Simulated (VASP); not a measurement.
# Cu (Copper): cell size and functional

Aim: relax Cu (Copper) at several levels of theory and compare the cells. The starting structure is a measured crystal structure from the Crystallography Open Database. The first relaxation on each setting starts from this cell expanded by 3 % in volume.

Program: VASP 6.6.1. Level of theory: Kohn-Sham DFT with plane waves and PAW; PBEsol, LDA, PBE, PBEsol + D3(BJ), r2SCAN, r2SCAN + rVV10, rev-vdW-DF2 and BLYP. Results are calculated unless marked as measured.

## Step 1: Set-up

It takes space group Fm-3m (No. 225, cubic). The conventional cell has a = 3.615 Å, b = 3.615 Å, c = 3.615 Å, α = 90.00°, β = 90.00°, γ = 90.00°. Nearest to Cu lie 12 Cu at 2.56 Å.

## Step 2: Relaxation with PBEsol

PBEsol restores the gradient expansion of exchange and is tuned for the cells of solids. This run starts from the cell of an earlier relaxation, which isn't shown; the restart sets up the plane waves anew.

The input, INCAR:

```
SYSTEM = Cu
PREC = Accurate
ENCUT = 450
EDIFF = 1E-06
NELM = 100
ISMEAR = 1
SIGMA = 0.15
LREAL = .FALSE.
ALGO = Normal
GGA = PS
NBANDS = 11
LORBIT = 11
LWAVE = .FALSE.
LCHARG = .FALSE.
KPAR = 4
IBRION = 2
NSW = 50
ISIF = 3
EDIFFG = -0.006
```

The input, POSCAR:

```
Cu
1.0
    0.0000000000      1.7828348467      1.7828348467
    1.7828348467      0.0000000000      1.7828348467
    1.7828348467      1.7828348467      0.0000000000
Cu
1
Direct
    0.0000000000      0.0000000000      0.0000000000
```

The input, KPOINTS:

```
Automatic mesh
0
Gamma
22 22 22
0 0 0
```

PAW data sets: Cu (PBE family, release 64).

Started as:

```console
$ mpirun -np 4 vasp_std
```

The program printed:

```text
[banner, memory and clock lines left out]
running    4 mpi-ranks, on    1 nodes
 distrk:  each k-point on    1 cores,    4 groups
 distr:  one band on    1 cores,    1 groups

 POSCAR found type information on POSCAR Cu
 POSCAR found :  1 types and       1 ions
|                                                                             |
|               ----> ADVICE to this user running VASP <----                  |
|                                                                             |
|     You enforced a specific xc type in the INCAR file but a different       |
|     [... a line on the potential file left out ...]
|     I HOPE YOU KNOW WHAT YOU ARE DOING!                                     |
|                                                                             |

 LDA part: xc-table for (Slater+PW92), standard interpolation
 POSCAR, INCAR and KPOINTS ok, starting setup
 FFT: planning ... GRIDC
 FFT: planning ... GRID_SOFT
 FFT: planning ... GRID
 WAVECAR not read
 entering main loop
       N       E                     dE             d eps       ncg     rms          rms(c)
DAV:   1     0.363315317994E+02    0.36332E+02   -0.50299E+03  7957   0.151E+03
DAV:   2    -0.450510633451E+01   -0.40837E+02   -0.37802E+02  7363   0.191E+02
DAV:   3    -0.540073840016E+01   -0.89563E+00   -0.88960E+00  8309   0.356E+01
DAV:   4    -0.540594406323E+01   -0.52057E-02   -0.52049E-02  8038   0.236E+00
DAV:   5    -0.540599537340E+01   -0.51310E-04   -0.51310E-04  8188   0.233E-01    0.843E+00
DAV:   6    -0.473944992467E+01    0.66655E+00   -0.17759E+01  8351   0.851E+01    0.415E+00
DAV:   7    -0.432334527429E+01    0.41610E+00   -0.26811E+00  8325   0.328E+01    0.587E-01
DAV:   8    -0.431046172644E+01    0.12884E-01   -0.55618E-03  8168   0.120E+00    0.319E-01
DAV:   9    -0.430861280629E+01    0.18489E-02   -0.10301E-02  8480   0.184E+00    0.216E-02
DAV:  10    -0.430862070357E+01   -0.78973E-05   -0.30514E-05  9791   0.903E-02    0.680E-03
DAV:  11    -0.430862174425E+01   -0.10407E-05   -0.73119E-07  5218   0.177E-02    0.264E-04
DAV:  12    -0.430862177072E+01   -0.26477E-07   -0.63850E-08  3968   0.272E-03
   1 F= -.43086218E+01 E0= -.43087081E+01  d E =-.430862E+01
 curvature:   0.00 expect dE= 0.000E+00 dE for cont linesearch  0.000E+00
 trial: gam= 0.00000 g(F)=  0.235E-63 g(S)=  0.456E-04 ort = 0.000E+00 (trialstep = 0.100E+01)
 search vector abs. value=  0.456E-04
 bond charge predicted
       N       E                     dE             d eps       ncg     rms          rms(c)
DAV:   1    -0.431018720766E+01   -0.15655E-02   -0.26523E-02  8479   0.365E+00    0.326E-01
DAV:   2    -0.430914114356E+01    0.10461E-02   -0.21074E-02  8284   0.284E+00    0.127E-01
DAV:   3    -0.430867285347E+01    0.46829E-03   -0.32022E-03  8319   0.114E+00    0.455E-02
DAV:   4    -0.430863096658E+01    0.41887E-04   -0.49779E-05  8772   0.729E-02    0.147E-03
DAV:   5    -0.430863086650E+01    0.10008E-06   -0.28590E-07  5059   0.592E-03
   2 F= -.43086309E+01 E0= -.43087176E+01  d E =-.909578E-05
 trial-energy change:   -0.000009  1 .order   -0.000008   -0.000046    0.000030
 step:   0.6061(harm=  0.6061)  dis= 0.00000  next Energy=    -4.308636 (dE=-0.138E-04)
 bond charge predicted
       N       E                     dE             d eps       ncg     rms          rms(c)
DAV:   1    -0.430887778027E+01   -0.24681E-03   -0.40746E-03  8449   0.144E+00    0.128E-01
DAV:   2    -0.430871419064E+01    0.16359E-03   -0.32243E-03  8281   0.111E+00    0.495E-02
DAV:   3    -0.430864303118E+01    0.71159E-04   -0.49083E-04  8269   0.447E-01    0.180E-02
DAV:   4    -0.430863655304E+01    0.64781E-05   -0.81365E-06  8347   0.300E-02    0.715E-04
DAV:   5    -0.430863662136E+01   -0.68325E-07   -0.51818E-08  3797   0.247E-03
   3 F= -.43086366E+01 E0= -.43087233E+01  d E =-.148506E-04
 curvature:  -0.30 expect dE=-0.157E-06 dE for cont linesearch -0.157E-06
 trial: gam= 0.00000 g(F)=  0.774E-62 g(S)=  0.520E-06 ort =-0.487E-05 (trialstep = 0.921E+00)
 search vector abs. value=  0.520E-06
 reached required accuracy - stopping structural energy minimisation
```

Elapsed: 26 s, on 4 MPI ranks of AMD EPYC 7R43, shared host; peak memory 0.47 GiB; 1.7 min of CPU time.

Lines that name or quote the potential files are left out of all logs, and their timing lines are given in words.

From OUTCAR (step 2):

```text
ion  position               nearest neighbor table
   1  0.000  0.000  0.000-

  LATTYP: Found a face centered cubic cell.
 ALAT       =     3.5656696934

 Subroutine GETGRP returns: Found 48 space group operations
 (whereof 48 operations were pure point group operations)

The static configuration has the point symmetry O_h .

 Found    328 irreducible k-points:

   k-points           NKPTS =    328   k-points in BZ     NKDIM =    328   number of bands    NBANDS=     11

   dimension x,y,z NGX =    18 NGY =   18 NGZ =   18
   dimension x,y,z NGXF=    36 NGYF=   36 NGZF=   36

   ENCUT  =  450.0 eV  33.07 Ry    5.75 a.u.   4.36  4.36  4.36*2*pi/ulx,y,z

   NELECT =      11.0000    total number of electrons

 k-points in reciprocal lattice and weights: Automatic mesh
   0.00000000  0.00000000  0.00000000       0.000
   0.04545455  0.00000000  0.00000000       0.001
   0.09090909  0.00000000  0.00000000       0.001
   0.13636364  0.00000000  0.00000000       0.001
   0.18181818  0.00000000  0.00000000       0.001
   0.22727273  0.00000000  0.00000000       0.001
   0.27272727  0.00000000  0.00000000       0.001
   0.31818182  0.00000000  0.00000000       0.001
   0.36363636  0.00000000  0.00000000       0.001
[...]
-0.27272727  0.45454545  0.22727273       0.002
  -0.27272727  0.50000000  0.22727273       0.001

 average (electrostatic) potential at core
       1 -63.1346

 E-fermi :   7.9271

 k-point     1 :       0.0000    0.0000    0.0000
  band No.  band energies     occupation
    ...
      2       4.7802      2.00000
      3       4.7802      2.00000
      4       4.7802      2.00000
      5       5.6719      2.00000
      6       5.6719      2.00000
      7      30.8656      0.00000
      8      33.8129      0.00000
      9      33.8129      0.00000
     10      33.8129      0.00000
     11      36.3310      0.00000

 k-point     2 :       0.0455    0.0000    0.0000
  band No.  band energies     occupation
    ...
      2       4.7627      2.00000
      3       4.7957      2.00000
      4       4.7957      2.00000
      5       5.6655      2.00000
      6       5.6655      2.00000
      7      30.5053      0.00000
      8      32.6489      0.00000
      9      33.5500      0.00000
     10      33.5500      0.00000
     11      36.7011      0.00000

 k-point     3 :       0.0909    0.0000    0.0000
  band No.  band energies     occupation
    ...
      2       4.7134      2.00000
      3       4.8381      2.00000
      4       4.8381      2.00000
      5       5.6503      2.00000
      6       5.6503      2.00000
      7      28.8993      0.00000
      8      31.8057      0.00000
      9      33.0163      0.00000
     10      33.0163      0.00000
     11      37.5325      0.00000

  Total        0.0018949      0.0018949      0.0018949     -0.0000000      0.0000000      0.0000000
  in kB        0.2682907      0.2682907      0.2682907     -0.0000000      0.0000000      0.0000000
  external PRESSURE =       0.2682907 kB  Pullay stress =       0.0000000 kB

  energy-cutoff  :      450.00
  volume of cell :       11.32
      direct lattice vectors                 reciprocal lattice vectors
     0.000000000  1.781909673  1.781909673    -0.280597837  0.280597837  0.280597837
     1.781909673 -0.000000000  1.781909673     0.280597837 -0.280597837  0.280597837
     1.781909673  1.781909673 -0.000000000     0.280597837  0.280597837 -0.280597837

 POSITION                                       TOTAL-FORCE (eV/Angst)
 -----------------------------------------------------------------------------------
      0.00000      0.00000     -0.00000        -0.000000     -0.000000      0.000000
 -----------------------------------------------------------------------------------
    total drift:                                0.000000     -0.000000      0.000000

  FREE ENERGIE OF THE ION-ELECTRON SYSTEM (eV)
  ---------------------------------------------------
  free  energy   TOTEN  =        -4.3086366214 eV

  energy  without entropy=       -4.3088965202  energy(sigma->0) =       -4.30872325

 reached required accuracy - stopping structural energy minimisation

 total charge
# of ion       s       p       d       tot
------------------------------------------
    1        0.465   0.417   9.172  10.055

[... 3 further parts left out ...]
```

CONTCAR:

```
Cu
   1.00000000000000
     0.0000000000000000    1.7819096728849280    1.7819096728849280
     1.7819096728849280   -0.0000000000000000    1.7819096728849280
     1.7819096728849280    1.7819096728849280   -0.0000000000000000
  Cu
     1
Direct
     0.0000000000000000    0.0000000000000000    0.0000000000000000
```

This run has no spin polarisation. Its electron count is odd, so without a moment it is a metal by construction. The PAW data sets were made with PBE, which is usual practice but a small mismatch for other functionals. The run keeps the 48 symmetry operations of its start, so it cannot find a distortion of lower symmetry.

With PBEsol the relaxed cell holds 11.316 Å³ an atom, -4.19 % against the measured cell, with a = 3.564 Å.

## Step 3: Relaxation with LDA

LDA, the lowest rung, knows the local density alone. This run starts from the cell of an earlier relaxation, which isn't shown; the restart sets up the plane waves anew.

Edit INCAR of step 2 so:

```diff
@@ -9,3 +9,3 @@
 ALGO = Normal
-GGA = PS
+GGA = CA
 NBANDS = 11
```

The input, POSCAR:

```
Cu
1.0
    0.0000000000      1.7613500948      1.7613500948
    1.7613500948      0.0000000000      1.7613500948
    1.7613500948      1.7613500948      0.0000000000
Cu
1
Direct
    0.0000000000      0.0000000000      0.0000000000
```

KPOINTS is that of step 2.

PAW data sets: Cu (LDA family, release 64).

Started as:

```console
$ mpirun -np 4 vasp_std
```

The program printed:

```text
[banner, memory and clock lines left out]
running    4 mpi-ranks, on    1 nodes
[...]
LDA part: xc-table for (Slater(with rela. corr.)+CA(PZ))
 , standard interpolation
 POSCAR, INCAR and KPOINTS ok, starting setup
[...]
entering main loop
       N       E                     dE             d eps       ncg     rms          rms(c)
DAV:   1     0.367732316075E+02    0.36773E+02   -0.50041E+03  7978   0.155E+03
DAV:   2    -0.477548390500E+01   -0.41549E+02   -0.38472E+02  7342   0.195E+02
DAV:   3    -0.571760783991E+01   -0.94212E+00   -0.93807E+00  8363   0.365E+01
DAV:   4    -0.572377181865E+01   -0.61640E-02   -0.61631E-02  7995   0.253E+00
[...]
DAV:  10    -0.470879117835E+01   -0.11653E-04   -0.25259E-05  7814   0.701E-02    0.543E-03
DAV:  11    -0.470879334760E+01   -0.21692E-05   -0.66946E-07  5455   0.148E-02    0.386E-04
DAV:  12    -0.470879335432E+01   -0.67214E-08   -0.75364E-08  3980   0.308E-03
   1 F= -.47087934E+01 E0= -.47088751E+01  d E =-.470879E+01
[...]
DAV:   2    -0.471033705871E+01    0.34288E-02   -0.64040E-02  8287   0.516E+00    0.213E-01
DAV:   3    -0.470895196702E+01    0.13851E-02   -0.93388E-03  8307   0.203E+00    0.813E-02
DAV:   4    -0.470881011800E+01    0.14185E-03   -0.16018E-04  8725   0.137E-01    0.252E-03
DAV:   5    -0.470881023269E+01   -0.11470E-06   -0.10346E-06  6388   0.114E-02
   2 F= -.47088102E+01 E0= -.47088923E+01  d E =-.168784E-04
 trial-energy change:   -0.000017  1 .order   -0.000022   -0.000147    0.000104
 step:   0.5578(harm=  0.5870)  dis= 0.00000  next Energy=    -4.708834 (dE=-0.402E-04)
[...]
N       E                     dE             d eps       ncg     rms          rms(c)
DAV:   1    -0.470980055271E+01   -0.99043E-03   -0.16690E-02  8467   0.301E+00    0.254E-01
DAV:   2    -0.470912838516E+01    0.67217E-03   -0.12275E-02  8287   0.226E+00    0.925E-02
DAV:   3    -0.470886467943E+01    0.26371E-03   -0.17939E-03  8280   0.891E-01    0.362E-02
DAV:   4    -0.470883696159E+01    0.27718E-04   -0.34118E-05  8649   0.654E-02    0.156E-03
DAV:   5    -0.470883698892E+01   -0.27333E-07   -0.20498E-07  4776   0.523E-03
   3 F= -.47088370E+01 E0= -.47089190E+01  d E =-.436346E-04
[...]
reached required accuracy - stopping structural energy minimisation
```

The job ended after 25 s (4 MPI ranks; peak memory 0.46 GiB; 93 s of CPU time).

Parts of OUTCAR (step 3):

```text
  Total        0.0036940      0.0036940      0.0036940     -0.0000000     -0.0000000      0.0000000
  in kB        0.5429459      0.5429459      0.5429459     -0.0000000     -0.0000000      0.0000000
  external PRESSURE =       0.5429459 kB  Pullay stress =       0.0000000 kB

  FREE ENERGIE OF THE ION-ELECTRON SYSTEM (eV)
  ---------------------------------------------------
  free  energy   TOTEN  =        -4.7088369889 eV

  energy  without entropy=       -4.7090829433  energy(sigma->0) =       -4.70891897

[... 3 parts as in an earlier step ...]

[... 2 further parts left out ...]
[key lines of the parts left out:]
E-fermi :   8.3870
```

With LDA the relaxed cell holds 10.901 Å³ an atom, -7.70 % against the measured cell, with a = 3.520 Å. That is -3.67 % from PBEsol.

## Step 4: Relaxation with PBE

PBE, the usual starting point, adds the gradient of the density.

Edit INCAR of step 3 so:

```diff
@@ -9,3 +9,3 @@
 ALGO = Normal
-GGA = CA
+GGA = PE
 NBANDS = 11
```

The input, POSCAR:

```
Cu
1.0
    0.0000000000      1.8253972035      1.8253972035
    1.8253972035      0.0000000000      1.8253972035
    1.8253972035      1.8253972035      0.0000000000
Cu
1
Direct
    0.0000000000      0.0000000000      0.0000000000
```

KPOINTS is that of step 3.

The projector-augmented-wave data sets are Cu (PBE family, release 64).

Started as:

```console
$ mpirun -np 4 vasp_std
```

The program printed:

```text
[banner, memory and clock lines left out]
running    4 mpi-ranks, on    1 nodes
[...]
LDA part: xc-table for (Slater+PW92), standard interpolation
 POSCAR, INCAR and KPOINTS ok, starting setup
[...]
entering main loop
       N       E                     dE             d eps       ncg     rms          rms(c)
DAV:   1     0.389416771243E+02    0.38942E+02   -0.50571E+03  7780   0.149E+03
DAV:   2    -0.361817397758E+01   -0.42560E+02   -0.39756E+02  7366   0.191E+02
DAV:   3    -0.460971101510E+01   -0.99154E+00   -0.98688E+00  8401   0.368E+01
DAV:   4    -0.461593261261E+01   -0.62216E-02   -0.62209E-02  7988   0.253E+00
[...]
DAV:   9    -0.372751033750E+01    0.18359E-02   -0.12038E-02  8453   0.201E+00    0.320E-02
DAV:  10    -0.372751008885E+01    0.24865E-06   -0.53527E-05 10759   0.129E-01    0.848E-03
DAV:  11    -0.372750927869E+01    0.81016E-06   -0.80459E-07  5463   0.167E-02
   1 F= -.37275093E+01 E0= -.37275630E+01  d E =-.372751E+01
[... from here on, the cycles between the ionic steps are left out ...]
   2 F= -.37287927E+01 E0= -.37288580E+01  d E =-.128342E-02
   3 F= -.37291813E+01 E0= -.37292435E+01  d E =-.167204E-02
   4 F= -.37291783E+01 E0= -.37292399E+01  d E =-.166902E-02
   5 F= -.37291809E+01 E0= -.37292427E+01  d E =-.167165E-02
[...]
reached required accuracy - stopping structural energy minimisation
```

It took 45 s on 4 MPI ranks; peak memory 0.47 GiB; 2.9 min of CPU time.

From OUTCAR (step 4):

```text
  Total       -0.0052184     -0.0052184     -0.0052184      0.0000000     -0.0000000      0.0000000
  in kB       -0.6993446     -0.6993446     -0.6993446      0.0000000     -0.0000000      0.0000000
  external PRESSURE =      -0.6993446 kB  Pullay stress =       0.0000000 kB

 POSITION                                       TOTAL-FORCE (eV/Angst)
 -----------------------------------------------------------------------------------
      0.00000      0.00000      0.00000         0.000000      0.000000     -0.000000
 -----------------------------------------------------------------------------------
    total drift:                                0.000000     -0.000000      0.000000

  FREE ENERGIE OF THE ION-ELECTRON SYSTEM (eV)
  ---------------------------------------------------
  free  energy   TOTEN  =        -3.7291809253 eV

  energy  without entropy=       -3.7293661712  energy(sigma->0) =       -3.72924267

[... 2 parts as in an earlier step ...]

[... 2 further parts left out ...]
[key lines of the parts left out:]
E-fermi :   7.4220
```

With PBE the relaxed cell holds 11.955 Å³ an atom, +1.23 % against the measured cell, with a = 3.630 Å. That is +5.65 % from PBEsol.

(Continued in part 2 of 2.)

[Lines on the potential files, build, host, timing and source positions are cut from VASP's logs without a mark.]

[Logs are printed without paths, hosts, clocks, repeated set-up lines and the standing remarks that a program may print on its own settings, such as how far it seeks lower states.]

[Hosts, paths, dates, database ids (printed as entryN), source tags and the programs' standing remarks are cut or masked in the printed files.]
